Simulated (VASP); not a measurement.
# A VASP study of Hf2Sc (SCAN): structure first, properties next

What structure does Hf2Sc take at this level, and what are its properties? The steps: full relaxation (SCAN), second relaxation, single point with fields (SCAN), bands along the symmetry lines (SCAN), total and projected DOS (SCAN), volume scan with SCAN and fit for SCAN. The cell is invented: it takes the structure of COD entry 4344350, LuSi2 (space group 191 there), with all of its atoms replaced by other elements, volume scaled by an estimate. It may not be a known or stable phase. Left out of this account: at least 1 further run (phonons: its modes failed a check).

Calculated with VASP 6.6.1; SCAN; plane waves and PAW (Hf_pv, Sc_sv); invented cell.

### 1. The starting structure

Before any relaxation, the start is as follows. It takes space group P6/mmm (No. 191, hexagonal). Conventional cell: a = 3.438 Å, b = 3.438 Å, c = 3.714 Å, α = 90.00°, β = 90.00°, γ = 120.00°. Nearest to Hf lie 3 Hf at 1.99 Å and 6 Sc at 2.72 Å. Sc has 12 Hf at 2.72 Å nearest. It derives from LuSi2. It takes the structure of COD entry 4344350, LuSi2 (space group 191 there), with all of its atoms replaced by other elements, volume scaled by an estimate. Farther neighbours are not listed.

### 2. Full relaxation (SCAN)

The start need not lie at this functional's minimum. ISIF = 3 frees volume, shape and positions, and EDIFFG sets the threshold on forces and stress at which the search stops. SCAN adds the kinetic-energy density; it is numerically more delicate than r2SCAN.

INCAR

```
SYSTEM = Hf2Sc
PREC = Accurate
ENCUT = 400
EDIFF = 1E-06
NELM = 100
ISMEAR = 1
SIGMA = 0.2
LREAL = .FALSE.
ALGO = Normal
METAGGA = SCAN
LASPH = .TRUE.
NBANDS = 21
LORBIT = 11
LWAVE = .FALSE.
LCHARG = .FALSE.
IBRION = 2
NSW = 60
ISIF = 3
EDIFFG = -0.01
```

POSCAR

```
Hf2Sc
1.0
    3.4384940000      0.0000000000      0.0000000000
   -1.7192470000      2.9778230000      0.0000000000
    0.0000000000      0.0000000000      3.7135740000
Hf Sc
2 1
Direct
    0.3333333300      0.6666666700      0.5000000000
    0.6666666700      0.3333333300      0.5000000000
    0.0000000000      0.0000000000      0.0000000000
```

KPOINTS

```
Automatic mesh
0
Gamma
9 9 7
0 0 0
```

Potentials, in the order of the species: Hf_pv and Sc_sv (PBE family, release 64).

Command:

```sh
> mpirun -np 1 vasp_std
```

The log of the run:

```text
[banner, memory and clock lines left out]
running    1 mpi-ranks, on    1 nodes
 distrk:  each k-point on    1 cores,    1 groups
 distr:  one band on    1 cores,    1 groups

 POSCAR found type information on POSCAR HfSc
 POSCAR found :  2 types and       3 ions
|                                                                             |
|               ----> ADVICE to this user running VASP <----                  |
|                                                                             |
|     You enforced a specific xc type in the INCAR file but a different       |
|     [... a line on the potential file left out ...]
|     I HOPE YOU KNOW WHAT YOU ARE DOING!                                     |
|                                                                             |

 LDA part: xc-table for (None), standard interpolation
 POSCAR, INCAR and KPOINTS ok, starting setup
 FFT: planning ... GRIDC
 FFT: planning ... GRID_SOFT
 FFT: planning ... GRID
 WAVECAR not read
 entering main loop
       N       E                     dE             d eps       ncg     rms          rms(c)
DAV:   1     0.130705007993E+03    0.13071E+03   -0.13673E+04  2096   0.134E+03
DAV:   2    -0.115384564508E+03   -0.24609E+03   -0.23783E+03  2083   0.479E+02
DAV:   3    -0.134445154183E+03   -0.19061E+02   -0.16633E+02  3313   0.997E+01
DAV:   4    -0.135081269842E+03   -0.63612E+00   -0.62068E+00  2967   0.164E+01
DAV:   5    -0.135095425509E+03   -0.14156E-01   -0.14096E-01  2705   0.195E+00    0.119E+02
DAV:   6    -0.124041430735E+03    0.11054E+02   -0.12266E+01  2881   0.377E+01    0.603E+01
DAV:   7    -0.124125905167E+03   -0.84474E-01   -0.22157E+00  2976   0.206E+01    0.216E+01
DAV:   8    -0.123970878411E+03    0.15503E+00   -0.60521E-01  2845   0.105E+01    0.141E+00
DAV:   9    -0.123974139261E+03   -0.32608E-02   -0.36141E-02  2628   0.191E+00    0.875E-01
DAV:  10    -0.123974167394E+03   -0.28133E-04   -0.27180E-03  3185   0.593E-01    0.388E-01
DAV:  11    -0.123973886269E+03    0.28113E-03   -0.35913E-04  2458   0.162E-01    0.524E-02
DAV:  12    -0.123973903435E+03   -0.17166E-04   -0.28596E-05  2692   0.462E-02    0.145E-02
DAV:  13    -0.123973919663E+03   -0.16228E-04   -0.30814E-06  2250   0.173E-02    0.723E-03
DAV:  14    -0.123973923653E+03   -0.39896E-05   -0.18165E-06  1825   0.138E-02    0.203E-03
DAV:  15    -0.123973924452E+03   -0.79926E-06   -0.19198E-07  1323   0.686E-03
   1 F= -.12397392E+03 E0= -.12397698E+03  d E =-.123974E+03
 curvature:   0.00 expect dE= 0.000E+00 dE for cont linesearch  0.000E+00
 trial: gam= 0.00000 g(F)=  0.220E-43 g(S)=  0.109E+03 ort = 0.000E+00 (trialstep = 0.100E+01)
 search vector abs. value=  0.109E+03
 bond charge predicted
       N       E                     dE             d eps       ncg     rms          rms(c)
DAV:   1    -0.493044978141E+03   -0.36907E+03   -0.11619E+04  2683   0.634E+02    0.297E+02
DAV:   2    -0.308848878057E+03    0.18420E+03   -0.31251E+03  2899   0.279E+02    0.125E+03
DAV:   3    -0.322191342392E+03   -0.13342E+02   -0.19842E+02  2680   0.617E+01    0.216E+03
DAV:   4    -0.161031083378E+03    0.16116E+03   -0.57435E+01  2117   0.655E+01    0.194E+03
DAV:   5    -0.134411203955E+03    0.26620E+02   -0.93091E+02  2688   0.708E+01    0.133E+02
DAV:   6    -0.118525837720E+03    0.15885E+02   -0.17606E+02  2165   0.623E+01    0.138E+02
DAV:   7    -0.111641013602E+03    0.68848E+01   -0.81824E+01  3078   0.295E+01    0.120E+02
DAV:   8    -0.112201957992E+03   -0.56094E+00   -0.12270E+01  3063   0.979E+00    0.119E+02
DAV:   9    -0.116069058584E+03   -0.38671E+01   -0.41599E+01  3174   0.193E+01    0.990E+01
DAV:  10    -0.112658734762E+03    0.34103E+01   -0.17088E+01  2680   0.130E+01    0.109E+02
DAV:  11    -0.112740801635E+03   -0.82067E-01   -0.11436E+00  2903   0.403E+00    0.108E+02
DAV:  12    -0.112575268742E+03    0.16553E+00   -0.19734E-01  3225   0.164E+00    0.105E+02
DAV:  13    -0.112360848245E+03    0.21442E+00   -0.62228E-01  3220   0.254E+00    0.100E+02
DAV:  14    -0.112527367030E+03   -0.16652E+00   -0.26061E-01  3083   0.188E+00    0.101E+02
DAV:  15    -0.112486912620E+03    0.40454E-01   -0.52438E-02  2736   0.101E+00    0.986E+01
DAV:  16    -0.112487396433E+03   -0.48381E-03   -0.53360E-02  2710   0.108E+00    0.904E+01
DAV:  17    -0.112456842253E+03    0.30554E-01   -0.27173E-02  3148   0.542E-01    0.871E+01
DAV:  18    -0.112456780247E+03    0.62006E-04   -0.13385E-02  2675   0.582E-01    0.792E+01
DAV:  19    -0.112475670746E+03   -0.18890E-01   -0.60809E-02  3209   0.980E-01    0.625E+01
DAV:  20    -0.112480546811E+03   -0.48761E-02   -0.14031E-02  3156   0.519E-01    0.516E+01
DAV:  21    -0.112465123150E+03    0.15424E-01   -0.13547E-02  2855   0.550E-01    0.389E+01
DAV:  22    -0.112447573253E+03    0.17550E-01   -0.66656E-02  3187   0.104E+00    0.219E+01
DAV:  23    -0.112472298197E+03   -0.24725E-01   -0.37779E-02  2963   0.827E-01    0.958E+00
DAV:  24    -0.112481433857E+03   -0.91357E-02   -0.13101E-02  3188   0.390E-01    0.433E+00
DAV:  25    -0.112484320701E+03   -0.28868E-02   -0.34624E-03  3113   0.232E-01    0.291E+00
DAV:  26    -0.112485041875E+03   -0.72117E-03   -0.36543E-03  2371   0.350E-01    0.645E-01
DAV:  27    -0.112484791341E+03    0.25053E-03   -0.26508E-03  3217   0.199E-01    0.337E-01
DAV:  28    -0.112484932581E+03   -0.14124E-03   -0.82278E-04  2978   0.116E-01    0.262E-01
DAV:  29    -0.112484925976E+03    0.66050E-05   -0.37072E-04  2857   0.846E-02    0.153E-01
DAV:  30    -0.112484922310E+03    0.36666E-05   -0.15419E-04  2610   0.550E-02    0.455E-02
DAV:  31    -0.112484926675E+03   -0.43652E-05   -0.56726E-05  2490   0.360E-02    0.334E-02
DAV:  32    -0.112484952123E+03   -0.25448E-04   -0.17138E-05  3222   0.168E-02    0.261E-02
DAV:  33    -0.112484957669E+03   -0.55462E-05   -0.31085E-06  2525   0.850E-03    0.181E-02
DAV:  34    -0.112484966902E+03   -0.92332E-05   -0.15890E-06  2428   0.631E-03    0.147E-02
DAV:  35    -0.112484969097E+03   -0.21946E-05   -0.15788E-07  1528   0.362E-03    0.483E-03
DAV:  36    -0.112484969888E+03   -0.79177E-06    0.60123E-08  1503   0.251E-03
   2 F= -.11248497E+03 E0= -.11248176E+03  d E =0.114890E+02
[... from here on, the cycles between the ionic steps are left out ...]
   3 F= -.13648852E+03 E0= -.13648705E+03  d E =-.125146E+02
   4 F= -.13725182E+03 E0= -.13724996E+03  d E =-.132779E+02
   5 F= -.13748672E+03 E0= -.13748709E+03  d E =-.135128E+02
   6 F= -.13750148E+03 E0= -.13750200E+03  d E =-.135276E+02
   7 F= -.13862153E+03 E0= -.13862037E+03  d E =-.112005E+01
   8 F= -.13290796E+03 E0= -.13290482E+03  d E =0.459351E+01
   9 F= -.13908273E+03 E0= -.13908417E+03  d E =-.158125E+01
  10 F= -.13920041E+03 E0= -.13920073E+03  d E =-.169893E+01
  11 F= -.13925194E+03 E0= -.13925379E+03  d E =-.175046E+01
  12 F= -.13925255E+03 E0= -.13925412E+03  d E =-.175107E+01
  13 F= -.13924994E+03 E0= -.13925137E+03  d E =0.261361E-02
  14 F= -.13925834E+03 E0= -.13925986E+03  d E =-.578751E-02
  15 F= -.13925831E+03 E0= -.13925984E+03  d E =-.576047E-02
  16 F= -.13925833E+03 E0= -.13925985E+03  d E =-.577551E-02
 curvature:  -0.23 expect dE=-0.332E-04 dE for cont linesearch -0.128E-05
 ZBRENT: accuracy reached
 trial: gam= 0.00284 g(F)=  0.148E-45 g(S)=  0.146E-03 ort =-0.366E-03 (trialstep = 0.923E+00)
 search vector abs. value=  0.144E-03
 bond charge predicted
       N       E                     dE             d eps       ncg     rms          rms(c)
DAV:   1    -0.139258764185E+03   -0.43812E-03   -0.24454E-02  2149   0.175E+00    0.199E-01
DAV:   2    -0.139258539099E+03    0.22509E-03   -0.88511E-04  2734   0.334E-01    0.645E-02
DAV:   3    -0.139258484620E+03    0.54478E-04   -0.14235E-04  3128   0.103E-01    0.406E-02
DAV:   4    -0.139258462401E+03    0.22220E-04   -0.24436E-05  3345   0.438E-02    0.229E-02
DAV:   5    -0.139258448729E+03    0.13672E-04   -0.13304E-06  1815   0.126E-02    0.804E-03
DAV:   6    -0.139258445621E+03    0.31073E-05   -0.40722E-07  1198   0.786E-03    0.274E-03
DAV:   7    -0.139258445428E+03    0.19346E-06   -0.14427E-07  1078   0.480E-03
  17 F= -.13925845E+03 E0= -.13926004E+03  d E =-.119116E-03
 trial-energy change:   -0.000119  1 .order   -0.000058   -0.000134    0.000018
 step:   0.8912(harm=  0.8165)  dis= 0.00000  next Energy=  -139.258446 (dE=-0.119E-03)
 reached required accuracy - stopping structural energy minimisation
```

Elapsed: 20 min, on 1 MPI rank of Intel Xeon Platinum 8375C at 2.90GHz (Ice Lake), shared host; peak memory 0.17 GiB.

Lines that name or quote the potential files are left out of all logs, and their timing lines are given in words.

Parts of OUTCAR (step 2):

```text
ion  position               nearest neighbor table
   1  0.333  0.667  0.500-   2 1.99   2 1.99   2 1.99   3 2.72   3 2.72   3 2.72   3 2.72   3 2.72
                             3 2.72
   2  0.667  0.333  0.500-   1 1.99   1 1.99   1 1.99   3 2.72   3 2.72   3 2.72   3 2.72   3 2.72
                             3 2.72
   3  0.000  0.000  0.000-   1 2.72   1 2.72   2 2.72   2 2.72   1 2.72   2 2.72   1 2.72   2 2.72
                             2 2.72   2 2.72   1 2.72   1 2.72

  LATTYP: Found a hexagonal cell.
 ALAT       =     3.4384940000
 C/A-ratio  =     1.0800001396

 Subroutine GETGRP returns: Found 24 space group operations
 (whereof 24 operations were pure point group operations)

The static configuration has the point symmetry D_6h.

 Found     48 irreducible k-points:

   k-points           NKPTS =     48   k-points in BZ     NKDIM =     48   number of bands    NBANDS=     21

   dimension x,y,z NGX =    24 NGY =   24 NGZ =   24
   dimension x,y,z NGXF=    48 NGYF=   48 NGZF=   48

   ENCUT  =  400.0 eV  29.40 Ry    5.42 a.u.   5.61  5.61  6.06*2*pi/ulx,y,z

   NELECT =      31.0000    total number of electrons

 k-points in reciprocal lattice and weights: Automatic mesh
   0.00000000  0.00000000  0.00000000       0.002
   0.11111111 -0.00000000  0.00000000       0.011
   0.22222222 -0.00000000  0.00000000       0.011
   0.33333333  0.00000000  0.00000000       0.011
   0.44444444 -0.00000000  0.00000000       0.011
   0.11111111  0.11111111  0.00000000       0.011
   0.22222222  0.11111111  0.00000000       0.021
   0.33333333  0.11111111  0.00000000       0.021
   0.44444444  0.11111111  0.00000000       0.011
[...]
0.33333333  0.22222222  0.42857143       0.042
   0.33333333  0.33333333  0.42857143       0.007

 average (electrostatic) potential at core
       1 -41.1459       2 -41.1459       3 -50.2654

 E-fermi :   4.5465

 k-point     1 :       0.0000    0.0000    0.0000
  band No.  band energies     occupation
    ...
     11      -2.3685      2.00000
     12       2.6996      2.00000
     13       4.1332      2.01282
     14       4.1332      2.01283
     15       4.3836      1.98746
     16       4.7665     -0.06526
     17       4.7666     -0.06531
     18       6.6626     -0.00000
     19       7.2171     -0.00000
     20       7.2172     -0.00000
    ...

 k-point     2 :       0.1111   -0.0000    0.0000
  band No.  band energies     occupation
    ...
     11      -2.2068      2.00000
     12       2.7364      2.00000
     13       3.6362      2.00000
     14       3.9090      2.00006
     15       4.0840      2.00513
     16       4.9521     -0.01459
     17       5.2859     -0.00000
     18       6.7115     -0.00000
     19       7.0571     -0.00000
     20       7.0708     -0.00000
    ...

 k-point     3 :       0.2222   -0.0000    0.0000
  band No.  band energies     occupation
    ...
     11      -1.7421      2.00000
     12       2.5617      2.00000
     13       2.8571      2.00000
     14       3.5465      2.00000
     15       4.0615      2.00321
     16       5.3519     -0.00000
     17       5.5695     -0.00000
     18       6.6494     -0.00000
     19       6.6872     -0.00000
     20       6.7072     -0.00000
    ...

  Total       -0.0080842     -0.0080842     -0.0156377      0.0000000      0.0000000     -0.0000000
  in kB       -0.2029486     -0.2029486     -0.3925757      0.0000000      0.0000000     -0.0000000
  external PRESSURE =      -0.2661577 kB  Pullay stress =       0.0000000 kB

  energy-cutoff  :      400.00
  volume of cell :       63.82
      direct lattice vectors                 reciprocal lattice vectors
     4.854732704  0.000000000  0.000000000     0.205984564  0.118925254 -0.000000000
    -2.427366352  4.204321489  0.000000000    -0.000000000  0.237850508 -0.000000000
     0.000000000  0.000000000  3.126787420    -0.000000000 -0.000000000  0.319817073

 POSITION                                       TOTAL-FORCE (eV/Angst)
 -----------------------------------------------------------------------------------
     -0.00000      2.80288      1.56339         0.000000      0.000000     -0.000000
      2.42737      1.40144      1.56339        -0.000000      0.000000      0.000000
      4.85473      0.00000      0.00000        -0.000000     -0.000000      0.000000
 -----------------------------------------------------------------------------------
    total drift:                                0.000000     -0.000000     -0.000000

  FREE ENERGIE OF THE ION-ELECTRON SYSTEM (eV)
  ---------------------------------------------------
  free  energy   TOTEN  =      -139.2584454279 eV

  energy  without entropy=     -139.2632142807  energy(sigma->0) =     -139.26003505

 reached required accuracy - stopping structural energy minimisation

 total charge
# of ion       s       p       d       tot
------------------------------------------
    1        0.366   6.324   1.740   8.430
    2        0.366   6.324   1.740   8.430
    3        2.262   6.170   0.993   9.425
--------------------------------------------------
tot          2.994  18.818   4.473  26.285

[... 3 further parts left out ...]
```

This run has no spin polarisation. Its electron count is odd, so without a moment it is a metal by construction. Harder data sets than Hf_pv exist (the GW ones), and pressures, volumes and forces can shift noticeably with them. The PAW data sets were made with PBE, which is usual practice but a small mismatch for other functionals. After so large a change of volume the plane waves of the start cell no longer fit, so the final stress carries a basis-set error. The run keeps the 24 symmetry operations of its start, so it cannot find a distortion of lower symmetry.

The steps of the relaxation:

| step | energy less that of the first step (eV) | largest force (eV/Å) | pressure (GPa) | volume (Å³) |
| --- | --- | --- | --- | --- |
| 1 | 0.0000 | 0.0000 | 184.58 | 38.02 |
| 2 | 11.4890 | 0.0000 | -65.49 | 178.85 |
| 3 | -12.5146 | 0.0000 | -16.91 | 92.87 |
| 4 | -13.2779 | 0.0000 | -10.58 | 82.70 |
| 5 | -13.5128 | 0.0000 | -5.84 | 75.68 |
| 6 | -13.5276 | 0.0000 | -4.46 | 73.97 |
| 7 | -14.6476 | 0.0000 | -3.41 | 68.84 |
| 8 | -8.9340 | 0.0000 | 53.76 | 47.68 |
| 9 | -15.1088 | 0.0000 | -1.45 | 65.92 |
| 10 | -15.2265 | 0.0000 | 3.90 | 61.55 |
| 11 | -15.2780 | 0.0000 | 1.29 | 63.19 |
| 12 | -15.2786 | 0.0000 | 1.66 | 62.94 |
| 13 | -15.2760 | 0.0000 | -2.09 | 64.86 |
| 14 | -15.2844 | 0.0000 | -0.12 | 63.85 |
| 15 | -15.2844 | 0.0000 | 0.08 | 63.75 |
| 16 | -15.2844 | 0.0000 | 0.05 | 63.76 |
| 17 | -15.2845 | 0.0000 | -0.03 | 63.82 |

| cell as run | before | after | change |
| --- | --- | --- | --- |
| a (Å) | 3.438 | 4.855 | +41.2 % |
| b (Å) | 3.438 | 4.855 | +41.2 % |
| c (Å) | 3.714 | 3.127 | -15.8 % |
| volume (Å³/atom) | 12.67 | 21.27 | +67.8 % |

The relaxed structure:

```xyz
3
Lattice="4.8547 0.0000 0.0000 -2.4274 4.2043 0.0000 0.0000 0.0000 3.1268" Properties=species:S:1:pos:R:3 pbc="T T T"
Hf    0.0000    2.8029    1.5634
Hf    2.4274    1.4014    1.5634
Sc    0.0000    0.0000    0.0000
```

This step gave:

| Item | Value |
| --- | --- |
| electrons | 31 |
| bands | 21 |
| irreducible k-points | 48 |
| symmetry operations | 24 |
| free energy (TOTEN) | -139.2584 eV |
| energy at zero smearing | -139.2600 eV |
| Fermi energy | 4.546 eV |
| pressure | -0.02662 GPa |
| metallic, judged on the points sampled | yes |
| SCF cycles over all ionic steps | 234 |

It ends with forces that vanish by symmetry and a pressure of -0.03 GPa.

[end of part 1 of 4]

[Lines on the potential files, build, host, timing and source positions are cut from VASP's logs without a mark.]

[Logs are printed without paths, hosts, clocks, repeated set-up lines and the standing remarks that a program may print on its own settings, such as how far it seeks lower states.]

[Hosts, paths, dates, database ids (printed as entryN), source tags and the programs' standing remarks are cut or masked in the printed files.]

[A measured line is paired with the nearest computed mode of its activity, which favours agreement.]

[In band tables of VASP the shares of atoms and orbitals are scaled to a sum of 1 inside the atoms' spheres.]
